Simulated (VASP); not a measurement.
```yaml
crystal:
  lattice:
    - [1.65122, -2.86000, 0.00000]
    - [1.65122, 2.86000, 0.00000]
    - [0.00000, 0.00000, 13.00335]
  atoms:
    - { symbol: Mo, position: [0.33333, 0.66667, 0.25000] }
    - { symbol: Mo, position: [0.66667, 0.33333, 0.75000] }
    - { symbol: Se, position: [0.33333, 0.66667, 0.87904] }
    - { symbol: Se, position: [0.66667, 0.33333, 0.37904] }
    - { symbol: Se, position: [0.66667, 0.33333, 0.12096] }
    - { symbol: Se, position: [0.33333, 0.66667, 0.62096] }
```

The numbers are results of rev-vdW-DF2, VASP's PBE PAW potentials (set 64) (plane waves; VASP), not measurements. Numerical set-up: 520 eV cut-off, Gaussian smearing of 0.050 eV, potentials Mo_sv Se.

Q: Give the energies of bands 17 to 30 at the high-symmetry points, in eV from the valence-band maximum.

A: 
| band | Γ | M | K | A | L | H |
|---|---|---|---|---|---|---|
| 17 | -2.45 | -4.50 | -4.47 | -2.44 | -4.10 | -4.30 |
| 18 | -2.43 | -3.82 | -4.15 | -2.44 | -4.10 | -4.30 |
| 19 | -2.43 | -3.12 | -3.67 | -2.32 | -3.08 | -3.98 |
| 20 | -1.48 | -3.03 | -3.67 | -2.32 | -3.08 | -3.98 |
| 21 | -1.48 | -2.43 | -3.51 | -1.46 | -2.32 | -3.07 |
| 22 | -1.44 | -2.16 | -3.51 | -1.46 | -2.32 | -3.07 |
| 23 | -1.44 | -1.13 | -2.33 | -1.46 | -1.07 | -2.52 |
| 24 | -1.07 | -1.11 | -2.33 | -1.46 | -1.07 | -2.52 |
| 25 | -0.77 | -1.04 | -0.47 | -0.17 | -0.99 | -0.39 |
| 26 | 0.00 | -0.86 | -0.28 | -0.17 | -0.99 | -0.39 |
| 27 | 2.46 | 1.53 | 1.14 | 2.48 | 1.55 | 1.15 |
| 28 | 2.46 | 1.57 | 1.14 | 2.48 | 1.55 | 1.15 |
| 29 | 2.53 | 1.78 | 1.63 | 2.48 | 1.96 | 2.10 |
| 30 | 2.54 | 2.11 | 2.62 | 2.48 | 1.96 | 2.10 |

The gap is indirect, 0.80 eV, from the valence maximum at Γ to the conduction minimum at K-Γ at 0.44.

Measured: gap 1.09 eV (computed value off by -0.29 eV), as given by Li et al., (2013), arXiv:1302.0733.

The compound is MoSe2 in the 2H layered structure. It was relaxed first.
